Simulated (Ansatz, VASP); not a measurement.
# Si: VASP beside Ansatz

File INCAR:

```
SYSTEM = Si
PREC     = Accurate       ! precision mode
ENCUT    = 600            ! plane-wave cutoff, eV
EDIFF    = 1E-6           ! SCF threshold, eV
ISMEAR   = 0              ! smearing method
SIGMA    = 0.02           ! smearing width, eV
LREAL    = .FALSE.        ! projectors in reciprocal space
LASPH    = .TRUE.         ! aspherical terms in the spheres
NELM     = 100            ! most SCF steps
ALGO     = Normal         ! electronic algorithm
ISIF     = 3              ! what is computed and relaxed
LWAVE    = .FALSE.        ! write WAVECAR
LCHARG   = .FALSE.        ! write CHGCAR
GGA      = PS             ! functional
IBRION   = 2              ! ionic algorithm
NSW      = 100            ! ionic steps
EDIFFG   = -0.005         ! ionic threshold
```

Contents of KPOINTS:

```
regular mesh
0
G
  8 8 8
  0 0 0
```

Contents of POSCAR:

```
Si
1.0
    0.0000000000      2.7218511900      2.7218511900
    2.7218511900      0.0000000000      2.7218511900
    2.7218511900      2.7218511900      0.0000000000
Si
2
Direct
    0.7500000000      0.7500000000      0.7500000000
    0.5000000000      0.5000000000      0.5000000000
```

Input for Ansatz:

```yaml
crystal:
  lattice:
    - [0.0, 2.72185119, 2.72185119]
    - [2.72185119, 0.0, 2.72185119]
    - [2.72185119, 2.72185119, 0.0]
  atoms:
    - { symbol: Si, position: [0.75, 0.75, 0.75] }
    - { symbol: Si, position: [0.5, 0.5, 0.5] }
basis:
  ecutwfc: 420
kpoints:
  mp_grid: { grid: [8, 8, 8] }
hamiltonian:
  xc: pbesol
scf:
  occupations: { method: gaussian, width: 0.02 }
output:
  forces: true
  stress: true
  eigenvalues: true
relax:
  adjacent_minimum: "off"
  f_tol: 0.005
  max_steps: 80
  cell: { stress_tol: 0.05 }
```

Alike in both runs: task relaxation of cell and atoms; functional PBEsol; k mesh 8 × 8 × 8; occupations gaussian, width 0.02 eV; no spin polarisation.

```csv
,VASP,Ansatz
version,VASP 6.6.1,Ansatz 0.2.0
potentials or method,"VASP PAW PBE potentials, release 64 (Si)","scalar-relativistic, plane waves, PAW"
plane-wave cutoff (eV),600,420
valence electrons in the cell,8,8
```

```tsv
	VASP	Ansatz	Ansatz less VASP
gap on the k mesh at the Fermi level, each at its own relaxed structure (eV)	0.51	0.51	+0.003
relaxed volume (Å³/atom)	20.08	20.06	-0.022
relaxed cell length with the largest relative difference (Å)	3.844	3.842	-0.0014
```

Caveats: the PAW data sets were made with another functional, which shifts forces and pressure a little (VASP). A k mesh can miss the band edges. As with any semilocal functional, this PBEsol gap is likely too small.
